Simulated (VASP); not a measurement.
```
SrCl2
1.0
    0.00000     3.47619     3.47619
    3.47619     0.00000     3.47619
    3.47619     3.47619     0.00000
Sr Cl
1 2
Direct
  0.00000   0.00000   0.00000
  0.25000   0.25000   0.25000
  0.75000   0.75000   0.75000
```

All values below come from optB86b-vdW, VASP's PBE PAW potentials (set 64) (plane waves; VASP 6.6.1). Run with 520 eV cut-off, Gaussian smearing of 0.050 eV, potentials Sr_sv Cl.

Q: What does the run give for the band gap (along the path) with the smallest direct gap where there is one?

A: 
```json
{
  "band gap (along the path)": "5.24 eV",
  "smallest direct gap (along the path)": "5.39 eV"
}
```

The compound is SrCl2 in the fluorite structure. It was relaxed first.
